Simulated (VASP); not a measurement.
Computed with HSE06 screened hybrid, VASP's PBE PAW potentials (set 64) (plane waves; VASP).

VASP ran on this input.

KPOINTS:
```
Automatic mesh
0
Gamma
1 1 1
0 0 0
```

**INCAR**
```
! general
SYSTEM   = FeGa35N36
PREC     = Normal
ENCUT    = 400
LREAL    = Auto   ! projection in real space or not
LASPH    = .True.   ! aspherical one-centre terms
ISYM     = 0
NELECT   = 292.0

! electronic loop
EDIFF    = 1E-5   ! SCF stop (eV)
NELM     = 50   ! most electronic steps
NELMIN   = 4
ALGO     = Normal   ! blocked Davidson
LMAXMIX  = 4   ! l cut-off of mixed one-centre charges

! smearing
ISMEAR   = 0
SIGMA    = 0.05

! functional
GGA      = PE   ! PBE
LHFCALC  = .True.
AEXX     = 0.25
HFSCREEN = 0.2   ! 1/Angstrom
PRECFOCK = Fast

! spin
ISPIN    = 2   ! spin-polarised
MAGMOM   = 71*0.0 3.0

! ions
ISIF     = 0

! output
LWAVE    = .False.
LCHARG   = .False.
LORBIT   = 10
```

File POSCAR:
```
FeGa35N36
1
    4.8683178927    -8.4321738171     0.0000000000
    4.8683178927     8.4321738171     0.0000000000
    0.0000000000     0.0000000000    10.5562839806
Ga N Fe
35 36 1
Direct
  0.2218477310   0.1106086015   0.2492660027
  0.1110734637   0.2220340978   0.9995188015
  0.2218209237   0.1103925262   0.7508579746
  0.1114338587   0.2202671327   0.5015554493
  0.2222468423   0.4444488463   0.2477792450
  0.1110807443   0.5556157058   0.9995310856
  0.2213132118   0.4438518857   0.7498490269
  0.1113582579   0.5574663443   0.5015329971
  0.2218619681   0.7777803720   0.2493036811
  0.1108670568   0.8886694366   0.9999022063
  0.2218967383   0.7777767509   0.7507647985
  0.1106370205   0.8885188897   0.5003520333
  0.5555277193   0.1109791871   0.2493993058
  0.4441676292   0.2218738101   0.9996216411
  0.5558690435   0.1110322013   0.7507538093
  0.4423231573   0.2198253182   0.5016306405
  0.5547382782   0.4440353642   0.2482927497
  0.4444365837   0.5555054255   0.9992736241
  0.5556118051   0.4433772959   0.7500296868
  0.5548399165   0.7773192110   0.2482351890
  0.4442434503   0.8887704054   0.9995434420
  0.5558430019   0.7784820184   0.7500256061
  0.4424668069   0.8886696925   0.5016529703
  0.8885258326   0.1110476508   0.2492728819
  0.7776300164   0.2221102266   0.0001509507
  0.8885698355   0.1112351899   0.7507487967
  0.7776829051   0.2220560882   0.5008587557
  0.8885178616   0.4441042509   0.2492455107
  0.7775936915   0.5554492654   0.9995881745
  0.8885320000   0.4437407899   0.7507738591
  0.7786585651   0.5568344242   0.5016786942
  0.8884963780   0.7774819210   0.2493513277
  0.7776765702   0.8887369577   0.9995654255
  0.8888902309   0.7774973473   0.7508040084
  0.7788127601   0.8880564223   0.5017182472
  0.2219350307   0.1107383008   0.4380108211
  0.1109845752   0.2223147881   0.1885839048
  0.2219956118   0.1108564325   0.9386440803
  0.1111589794   0.2220767983   0.6885217411
  0.2281652150   0.4473499371   0.4390768824
  0.1109509600   0.5552827520   0.1885430190
  0.2223565441   0.4444441402   0.9375260683
  0.1111013540   0.5553967564   0.6885347926
  0.2220138682   0.7776299800   0.4380698503
  0.1105498612   0.8885353798   0.1883934082
  0.2220842013   0.7776930289   0.9385923464
  0.1107347041   0.8885102084   0.6883407267
  0.5554913560   0.1108530282   0.4384710035
  0.4442520291   0.2221090297   0.1885985389
  0.5554930784   0.1109746272   0.9386404706
  0.4440157973   0.2215843175   0.6887068661
  0.5517401215   0.4457569866   0.4397835357
  0.4441650270   0.5553842588   0.1876910689
  0.5552455265   0.4442202385   0.9377537754
  0.4451480170   0.5556400572   0.6819301517
  0.5516615030   0.7720318732   0.4397224214
  0.4442308230   0.8886306844   0.1885405100
  0.5553517999   0.7774927660   0.9377452886
  0.4441543278   0.8886263434   0.6887087140
  0.8888108228   0.1107644881   0.4384601220
  0.7775847259   0.2220885150   0.1886529049
  0.8888105649   0.1110195307   0.9386305776
  0.7776637496   0.2220354276   0.6885656192
  0.8888814969   0.4444054736   0.4384326210
  0.7769321045   0.5550089817   0.1887192189
  0.8888114196   0.4443604658   0.9386493879
  0.7775661037   0.5552034572   0.6886669810
  0.8880603954   0.7771377768   0.4381155239
  0.7770369843   0.8885618313   0.1887482127
  0.8886662602   0.7775906945   0.9386579260
  0.7777258826   0.8887244978   0.6886649634
  0.4440073221   0.5551260935   0.4984313564
```

POTCAR, in this order: Ga N Fe (PBE.64 set). Program: vasp_gam. Read from the step before: WAVECAR.

The run wrote:

### OUTCAR
```
 ion  position               nearest neighbor table
   1  0.222  0.111  0.249-  45 1.98  49 1.98  37 1.98  36 1.99  10 3.23  14 3.23   2 3.23   9 3.24
                            17 3.24  32 3.24  12 3.25   4 3.25  13 3.25  24 3.25   5 3.25  16 3.25
   2  0.111  0.222  1.000-  38 1.98  62 1.98  42 1.99  37 2.00   5 3.22   3 3.23  26 3.23   7 3.23
                             1 3.23  24 3.24  14 3.24  10 3.24  33 3.25  18 3.25  25 3.25   6 3.25
   3  0.222  0.110  0.751-  38 1.98  47 1.98  51 1.99  39 1.99   4 3.22  16 3.22   2 3.23  10 3.23
                            14 3.23  11 3.24  12 3.24  34 3.24  19 3.25  26 3.25   7 3.25  15 3.25
   4  0.111  0.220  0.502-  36 1.97  39 1.97  60 1.99  40 2.03   3 3.22  16 3.22  12 3.23   7 3.23
                            26 3.23  35 3.24   1 3.25  27 3.26  24 3.26   5 3.28   8 3.28
   5  0.222  0.444  0.248-  37 1.97  41 1.97  53 1.98  40 2.02   6 3.22   2 3.22  18 3.22  17 3.24
                            20 3.24  72 3.24   9 3.25  28 3.25  24 3.25   1 3.25   8 3.28   4 3.28
   6  0.111  0.556  1.000-  46 1.98  66 1.98  42 1.99  41 2.00   5 3.22  11 3.23  30 3.23   7 3.23
                             9 3.23  28 3.24  21 3.24  10 3.24  29 3.25  18 3.25  25 3.25   2 3.25
   7  0.221  0.444  0.750-  43 1.98  39 1.98  42 1.98  55 2.02   4 3.23   8 3.23   2 3.23   6 3.23
                            18 3.24  26 3.24  30 3.24  11 3.25   3 3.25  19 3.26  22 3.26
   8  0.111  0.557  0.502-  44 1.97  43 1.97  64 1.99  40 2.02  11 3.22  23 3.22  12 3.23   7 3.23
                            30 3.23  31 3.24   9 3.25  27 3.26  28 3.26   5 3.28   4 3.28
   9  0.222  0.778  0.249-  45 1.98  57 1.98  41 1.98  44 1.99  10 3.23   6 3.23  21 3.24   1 3.24
                            20 3.24  32 3.24  12 3.24  13 3.25   8 3.25  28 3.25   5 3.25  23 3.25
  10  0.111  0.889  1.000-  38 1.98  70 1.98  46 1.98  45 1.99   3 3.23  34 3.23  11 3.23   1 3.23
                             9 3.23  32 3.23   6 3.24  33 3.24  29 3.24  14 3.24   2 3.24  21 3.25
  11  0.222  0.778  0.751-  46 1.98  47 1.98  59 1.99  43 1.99   8 3.22  23 3.22   6 3.23  21 3.23
                            10 3.23   3 3.24  12 3.24  34 3.24  22 3.25  15 3.25   7 3.25  30 3.25
  12  0.111  0.889  0.500-  47 1.98  36 1.99  44 1.99  68 1.99   4 3.23   8 3.23  16 3.23  35 3.23
                            23 3.23  31 3.23  34 3.24  11 3.24   3 3.24   9 3.24  32 3.24   1 3.25
...
```

OSZICAR:
```
       N       E                     dE             d eps       ncg     rms          rms(c)
DAV:   1    -0.536964322605E+03   -0.53696E+03   -0.22543E+01   934   0.162E+01    0.111E+01
DAV:   2    -0.537256448302E+03   -0.29213E+00   -0.15786E+00  1056   0.101E+01    0.998E+00
DAV:   3    -0.537275454000E+03   -0.19006E-01   -0.54275E-01  1096   0.326E+00    0.645E+00
DAV:   4    -0.537270877667E+03    0.45763E-02   -0.53279E-02  1088   0.769E-01    0.373E+00
DAV:   5    -0.537264741897E+03    0.61358E-02   -0.19173E-02  1080   0.885E-01    0.212E+00
DAV:   6    -0.537263577879E+03    0.11640E-02   -0.81916E-03   992   0.290E-01    0.117E+00
DAV:   7    -0.537262898726E+03    0.67915E-03   -0.20726E-03  1088   0.256E-01    0.739E-01
DAV:   8    -0.537262728975E+03    0.16975E-03   -0.12516E-03  1088   0.230E-01    0.539E-01
DAV:   9    -0.537262671438E+03    0.57536E-04   -0.31026E-04  1048   0.926E-02    0.342E-01
DAV:  10    -0.537262667315E+03    0.41237E-05   -0.17560E-04   968   0.292E-02    0.203E-01
DAV:  11    -0.537262669181E+03   -0.18660E-05   -0.50048E-05   664   0.188E-02
   1 F= -.53726267E+03 E0= -.53726267E+03  d E =-.317676E-17  mag=     4.0000
```

**OUTCAR**
```
------------------------ aborting loop because EDIFF is reached ----------------------------------------
  volume of cell :      866.68
      direct lattice vectors                 reciprocal lattice vectors
     4.868317893 -8.432173817  0.000000000     0.102704879 -0.059296690  0.000000000
     4.868317893  8.432173817  0.000000000     0.102704879  0.059296690  0.000000000
     0.000000000  0.000000000 10.556283981     0.000000000  0.000000000  0.094730305
  FREE ENERGIE OF THE ION-ELECTRON SYSTEM (eV)
  ---------------------------------------------------
  free  energy   TOTEN  =      -537.2626691805 eV

  energy  without entropy=     -537.2626691805  energy(sigma->0) =     -537.26266918

  exchange ACFDT corr.  =         0.00000000  see jH, gK, PRB 81, 115126

 total charge

# of ion       s       p       d       tot
------------------------------------------
    1        1.007   1.390   0.382   2.780
    2        1.007   1.386   0.380   2.774
    3        1.008   1.390   0.382   2.780
    4        1.011   1.369   0.367   2.747
    5        1.008   1.385   0.377   2.771
    6        1.007   1.386   0.380   2.774
    7        1.009   1.370   0.374   2.753
    8        1.011   1.371   0.368   2.750
    9        1.007   1.390   0.382   2.780
   10        1.008   1.392   0.383   2.783
   11        1.008   1.390   0.382   2.780
   12        1.008   1.386   0.378   2.772
   13        1.007   1.388   0.382   2.777
   14        1.007   1.387   0.381   2.775
   15        1.008   1.390   0.382   2.780
   16        1.009   1.378   0.374   2.761
   17        1.007   1.381   0.378   2.766
   18        1.009   1.392   0.383   2.784
   19        1.008   1.377   0.376   2.761
   20        1.007   1.382   0.377   2.766
   21        1.007   1.387   0.381   2.776
   22        1.008   1.376   0.376   2.760
   23        1.009   1.378   0.374   2.762
   24        1.007   1.389   0.381   2.777
   25        1.008   1.389   0.382   2.779
   26        1.008   1.389   0.380   2.777
   27        1.007   1.386   0.378   2.772
   28        1.007   1.389   0.381   2.777
   29        1.007   1.386   0.380   2.774
   30        1.008   1.389   0.381   2.778
   31        1.010   1.366   0.368   2.743
   32        1.007   1.390   0.382   2.779
   33        1.007   1.386   0.380   2.774
   34        1.008   1.390   0.381   2.780
   35        1.010   1.365   0.367   2.741
   36        1.227   2.453   0.000   3.679
   37        1.226   2.452   0.000   3.678
   38        1.225   2.457   0.000   3.682
   39        1.226   2.454   0.000   3.680
   40        1.252   2.392   0.000   3.643
   41        1.226   2.453   0.000   3.678
   42        1.225   2.453   0.000   3.678
   43        1.226   2.454   0.000   3.680
   44        1.227   2.452   0.000   3.679
   45        1.225   2.456   0.000   3.681
   46        1.225   2.457   0.000   3.682
   47        1.225   2.454   0.000   3.679
   48        1.228   2.442   0.000   3.670
   49        1.225   2.454   0.000   3.679
   50        1.225   2.457   0.000   3.681
   51        1.225   2.456   0.000   3.681
   52        1.244   2.414   0.000   3.658
   53        1.226   2.456   0.000   3.682
   54        1.225   2.454   0.000   3.679
   55        1.238   2.429   0.000   3.667
   56        1.245   2.411   0.000   3.656
   57        1.225   2.454   0.000   3.679
   58        1.225   2.454   0.000   3.679
   59        1.225   2.456   0.000   3.681
   60        1.233   2.430   0.000   3.662
   61        1.225   2.457   0.000   3.682
   62        1.225   2.456   0.000   3.680
   63        1.225   2.456   0.000   3.681
   64        1.232   2.432   0.000   3.664
   65        1.226   2.452   0.000   3.678
   66        1.225   2.456   0.000   3.681
   67        1.226   2.454   0.000   3.680
   68        1.227   2.451   0.000   3.678
   69        1.226   2.452   0.000   3.677
   70        1.225   2.457   0.000   3.682
   71        1.226   2.454   0.000   3.680
   72        0.493   0.655   5.899   7.046
--------------------------------------------------
tot         79.984 137.219  19.140 236.342

 magnetization (x)

# of ion       s       p       d       tot
------------------------------------------
    1        0.000   0.001  -0.000   0.001
    2        0.000   0.001  -0.000   0.001
    3        0.000   0.001  -0.000   0.001
    4        0.007   0.008  -0.005   0.010
    5        0.005   0.013  -0.001   0.017
    6        0.000   0.001  -0.000   0.001
    7        0.003   0.005   0.001   0.009
    8        0.006   0.009  -0.004   0.011
    9        0.000   0.001  -0.000   0.000
   10        0.000   0.000  -0.000   0.000
   11        0.000   0.001  -0.000   0.001
   12        0.001  -0.001  -0.002  -0.002
   13       -0.000  -0.000  -0.000  -0.000
...
```
(Selected blocks of OUTCAR.)

The cell is charged, with a uniform compensating background. The supercell is sampled at Γ alone, which is coarse: total energies, pressure and levels can be off, energies of defects by several tenths of an eV. The moments were started parallel, and other spin orders were not tried in this run.

The cell is a supercell with a defect, built from GaN (wurtzite): Fe_Ga, charge +1. The cell's shape comes from a PBE relaxation.
